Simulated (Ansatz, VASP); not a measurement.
# Sn in two plane-wave programs

One calculation is typed for both programs; each brings its own data sets. How far apart do they land? Of the first pair: The structure shown is the end of the Ansatz relaxation below.

Calculated with Ansatz 0.2.0; plane waves, with VASP 6.6.1 beside it; single point at PBEsol.

## (1) The structure

It takes space group I4_1/amd (No. 141, tetragonal). Conventional cell: a = 4.566 Å, b = 4.566 Å, c = 6.801 Å, α = 90.00°, β = 90.00°, γ = 90.00°. Nearest to Sn lie 4 Sn at 2.85 Å. That group holds within 0.01 Å; judged at 0.001 Å it is C2/m (No. 12).

## (2) Ansatz: relaxation, PBEsol

Ansatz runs on its PAW soft_1 files.

This run makes the geometry at which the two programs are then compared.

Input file input.yaml:

```yaml
crystal:
  lattice:
    - [0.0, 3.2383047253, 3.4004538886]
    - [3.2383047253, 0.0, 3.4004538886]
    - [3.2383047253, 3.2383047253, 0.0]
  atoms:
    - { symbol: Sn, position: [0.5000024854, 0.5000024854, 0.4998299983] }
    - { symbol: Sn, position: [0.7499975146, 0.7499975146, 0.7501700017] }
  conventional_axes: [[-1, 1, 1], [1, -1, 1], [1, 1, -1]]
kpoints:
  mp_grid: { grid: [12, 12, 12], shift: [0.5, 0.5, 0.5] }
hamiltonian:
  xc: pbesol
  pseudopotentials: { kind: paw, azcp: { folder: soft_1 }, xc_functional: pbe }
scf:
  occupations: { method: gaussian, width: 0.015 }
output:
  forces: true
  stress: true
  eigenvalues: true
relax:
  adjacent_minimum: "off"
  f_tol: 0.001
  max_steps: 60
  cell: { stress_tol: 0.01, fix: [c, angles] }
```

Launch:

```sh
$ ansatz run input.yaml --threads 4 --pin off --max-ram 10240MiB --backend cpu --events-out ev --progress --plain --runs-dir out
```

Numbers of over 12 decimals in the logs are rounded to 6 here.

The log of the run:

```text
Engine: ansatz 0.2.0, aarch64-unknown-linux-gnu
Pseudopotentials: kind: paw
Pseudopotential: Sn, paw, valence charge 14, recommended cutoff 420 eV (normal), soft_1/Sn.paw.azcp
Functional definition: PBEsol
  exchange = pbesol_x
  correlation = pbesol_c
Crystal: 2 atoms, lattice volume = 71.319 Å³
Basis set: ecut = 420 eV, 1387 PW (Γ), exchange–correlation on 64×64×64 points (8 copies of the dense FFT grid, shifted against one another)
Bands: 18, of which v1, the nominal top of the filled ones, is band 14 counted from 1 (13 counted from 0)
Symmetry: 4 space group operations
Space group: C2/m (ITA 12), of the structure as read, at distance tolerance 4.1e-5 Å
k-points: 468 of 1728
Non-local potential: Sn, projectors of the file, l = 0: 2, l = 1: 2, l = 2: 2, l = 3: 1
PAW form: soft (Blöchl's): semilocal exchange-correlation on the pseudo side does not see the compensation charge
PAW frozen core: Sn, regenerated for the run's functional, and the local potential with it (the file was generated under x = pbe(κ = 0.804, μ = 0.219515), c = pbe(β = 0.066725))
PAW one-centre angular grid: Sn, 590 points (default); XC on 64 Gauss nodes
Initial density: superposition of atomic densities (chi_scale 0.1, normalization cell)
Initial wavefunctions: pseudopotential atomic-orbital guess
Functional: x = pbesol(κ = 0.804, μ = 0.123457), c = pbesol(β = 0.046)
SCF iter   1: F=—  HF=-11899.699042 eV  |F-HF|=—  |Δ(HF+E_count)|=         —  Δρ=2.06e-2  dr2=3.21e-1  ethr=3.10e-3  ⟨swp⟩=6.1  Hψ=46506  notcnv=0
preconditioner: auto → none  [insulator: Δε(μ)=0.110 eV  Ē_g=19.788 eV  σ=0.015 eV  W_gap=1.00  n_scr=14 (ndim 8)  ℏωp=23.3 eV  f_vac=0.011  D(μ)=0.00/eV (n_scr^D=0)  ε∞_Penn≈2.4]
SCF iter   2: F=—  HF=-11899.638611 eV  |F-HF|=—  |Δ(HF+E_count)|=   6.04e-2  Δρ=9.34e-3  dr2=6.02e-2  ethr=1.15e-3  ⟨swp⟩=2.0  Hψ=14018  notcnv=0  defer=1
SCF iter   3: F=—  HF=-11899.631599 eV  |F-HF|=—  |Δ(HF+E_count)|=   7.01e-3  Δρ=8.06e-4  dr2=2.90e-4  ethr=2.15e-4  ⟨swp⟩=2.8  Hψ=12127  notcnv=0  defer=1
SCF iter   4: F=—  HF=-11899.631769 eV  |F-HF|=—  |Δ(HF+E_count)|=   1.70e-4  Δρ=3.32e-4  dr2=3.52e-5  ethr=1.03e-6  ⟨swp⟩=2.0  Hψ=15994  notcnv=0  defer=1
SCF iter   5: F=—  HF=-11899.631776 eV  |F-HF|=—  |Δ(HF+E_count)|=   6.83e-6  Δρ=4.10e-5  dr2=1.02e-6  ethr=1.26e-7  ⟨swp⟩=2.0  Hψ=14975  notcnv=0  defer=1
SCF iter   6: F=-11899.631776 eV  HF=-11899.631776 eV  |F-HF|=8.69e-9  |Δ(HF+E_count)|=   3.02e-7  Δρ=5.27e-6  dr2=1.82e-8  ethr=3.57e-10  ⟨swp⟩=7.4  Hψ=41490  notcnv=0
SCF 1 converged in 6 iterations: F = -11899.631776 eV  dr2 = 1.82e-8
  greatest PAW one-centre occupation: 0.991 electrons in one spin orbital (limit 2), on the Sn atom at site 1 (counted from 0), in its partial waves of l = 2
relax step   1: F+E_penalty+E_count = -11899.63177562 eV  Δ(F+E_penalty+E_count) = +0.000e0 eV  max|allowed force component| = 1.164e-3 eV/Å  Δτ_max = 0.0000 Å  P = -0.812 GPa  Ω = 71.319 Å³  fix = [c, alpha, beta, gamma]  reactions: c -1.906 GPa; alpha +0.049, beta +0.049, gamma +0.014 GPa/rad  (6 SCF iters, dr2 threshold 1.00e-7 eV, accepted)
[...]
relax step   2: F+E_penalty+E_count = -11899.63211717 eV  Δ(F+E_penalty+E_count) = -3.416e-4 eV  max|allowed force component| = 1.775e-3 eV/Å  Δτ_max = 0.0002 Å  P = -0.513 GPa  Ω = 70.762 Å³  energy of the carried Pulay correction = +2.267e-5 eV  fix = [c, alpha, beta, gamma]  reactions: c -1.707 GPa; alpha +0.052, beta +0.052, gamma +0.020 GPa/rad  (3 SCF iters, dr2 threshold 1.76e-7 eV, accepted)
[...]
relax step   3: F+E_penalty+E_count = -11899.63214672 eV  Δ(F+E_penalty+E_count) = -2.955e-5 eV  max|allowed force component| = 5.661e-4 eV/Å  Δτ_max = 0.0002 Å  P = -0.586 GPa  Ω = 70.896 Å³  energy of the carried Pulay correction = +1.720e-5 eV  fix = [c, alpha, beta, gamma]  reactions: c -1.756 GPa; alpha +0.049, beta +0.049, gamma +0.015 GPa/rad  (3 SCF iters, dr2 threshold 1.80e-8 eV, accepted)
[...]
relax step   4: F+E_penalty+E_count = -11899.63212919 eV  Δ(F+E_penalty+E_count) = +1.752e-5 eV  max|allowed force component| = 5.651e-4 eV/Å  Δτ_max = 0.0000 Å  P = -0.586 GPa  Ω = 70.896 Å³  fix = [c, alpha, beta, gamma]  reactions: c -1.756 GPa; alpha +0.049, beta +0.049, gamma +0.015 GPa/rad  stress off target by 1.26e-3 GPa on what of the cell is left free  SCF on the basis re-selected at this cell (its energy is not comparable with the rows above)  (5 SCF iters)
basis re-selected at this cell: Δ(F+E_penalty+E_count) = +1.752e-5 eV, ΔP = -0.000 GPa vs the last step (what re-selecting the basis moved, of the pressure what is left beyond the Pulay correction that the steps carried, after the strain that the cell walked since its last selection, with what the two solves' SCF thresholds leave and, on support functions, any second-order correction that the steps lacked; it is no m [...]
SCF converged after 5 iterations
Free energy (F): -11899.632129 eV
Harris-Foulkes:  -11899.632129 eV  (|F-HF|=3.64e-12)
Internal energy: -11899.632129 eV  (E = F + TS)
E sigma→0 (E₀):  -11899.632129 eV
Entropy (-TS):   -0.000000 eV (-0.000 meV/atom)
Fermi energy:    7.300330 eV
--- Per-component energies (eV) ---
  E_band       = -260.722697
  E_kinetic    = 336.367197
  E_local      = -2665.646606  (includes V_loc(G=0)·N_el)
  E_nonlocal   = 293.740263
  E_hartree    = 1291.647367
  E_xc         = -248.724670
  E_vxc        = -159.986243  (∫ρ·V_xc dr)
  E_paw        = -8592.559213  (= ΣΔE_a)
  E_vpaw       = -648.492649  (= ΣTr[D̂ρ^β])
  E_aug_tail   = 0.000583  (compensation charges beyond the density's cutoff)
  E_ewald      = -2315.026729
  E_core_change = 0.569679  (= ΣΔE_core)
  E_smearing   = -0.000000  (= −TS)
  E_closure    = -0.000000  (closes the sum)
  Σ components = -11899.632129   (vs F -11899.632129, Δ=0.00e0)
--- Forces (eV/Å), atoms counted from 1 ---
  atom   1  Sn    -0.00023439    -0.00023439    -0.00056509
  atom   2  Sn     0.00023439     0.00023439     0.00056509
  max |Σ_I F_I| component: 0.00e0 eV/Å
--- Stress (GPa, compression-positive) ---
       -0.001260      -0.014678      -0.049439
       -0.014678      -0.001260      -0.049439
       -0.049439      -0.049439      -1.756495
  P = ⅓ Tr σ = -0.5863 GPa (-5.863 kbar)
--- Band table (eV; the first three rows and the last of 468) ---
  k-point 0: bands = [... 10 lower, -3.0990, 6.0582, 7.1454, 7.4379, 7.5512, 9.3955, 9.4011, 9.6180]
  k-point 1: bands = [... 10 lower, -3.0104, 5.3185, 6.7672, 7.3824, 7.8833, 9.4615, 9.4980, 10.1692]
  k-point 2: bands = [... 10 lower, -2.7960, 4.1725, 6.4323, 7.1360, 7.8533, 9.8497, 9.9212, 10.9129]
  k-point 467: bands = [... 10 lower, -1.5086, 1.0885, 5.5906, 6.0679, 7.7434, 10.4093, 10.6360, 13.1101]
--- Relaxed structure (3 steps of the walk, 3 accepted, 1 SCFs on fresh bases) ---
  F+E_penalty+E_count = -11899.63212919 eV   max|allowed force component| = 5.651e-4 eV/Å   (the final SCF, on the basis selected at the relaxed cell)
  cell:  # Å, volume = 70.8959 Å³
    - [0, 3.228695, 3.4004538886]
    - [3.228695, 0, 3.4004538886]
    - [3.228695, 3.228695, 0]
  atoms:
    - { symbol: Sn, position: [0.499997, 0.499997, 0.499840] }
    - { symbol: Sn, position: [0.750003, 0.750003, 0.750160] }
```

The column dr2 measures how far the density is from self-consistency, as an energy; F and HF (Harris–Foulkes) agree once it is small.

[end of part 1 of 5]

[Lines on the potential files, build, host, timing and source positions are cut from VASP's logs without a mark.]

[Logs are printed without paths, hosts, clocks, repeated set-up lines and the standing remarks that a program may print on its own settings, such as how far it seeks lower states.]

[Hosts, paths, dates, database ids (printed as entryN), source tags and the programs' standing remarks are cut or masked in the printed files.]
